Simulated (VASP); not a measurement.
Data:

```yaml
crystal:
  lattice:
    - [-1.36480, 1.36480, 1.36480]
    - [1.36480, -1.36480, 1.36480]
    - [1.36480, 1.36480, -1.36480]
  atoms:
    - { symbol: Li, position: [0.00000, 0.00000, 0.00000] }
```

Level of theory: PBE GGA, VASP's PBE PAW potentials (set 64) (plane waves; VASP). Run with 620 eV cut-off, 19×19×19 Γ-centred mesh, first-order Methfessel-Paxton smearing of 0.10 eV, potentials Li_sv.

Problem. What does the run give for the energy per atom (σ→0), pressure, band gap (on the k-mesh) with the smallest direct gap where there is one?

Solution. 
```yaml
band gap (on the k-mesh): none (metal, semimetal or under 0.01 eV)
energy per atom (σ→0): -1.326 eV/atom
pressure: 30.04 GPa
```

Only differences to runs with the same potentials and settings are physical.

The compound is Li in the bcc structure. It was relaxed first under an external pressure of 30 GPa.
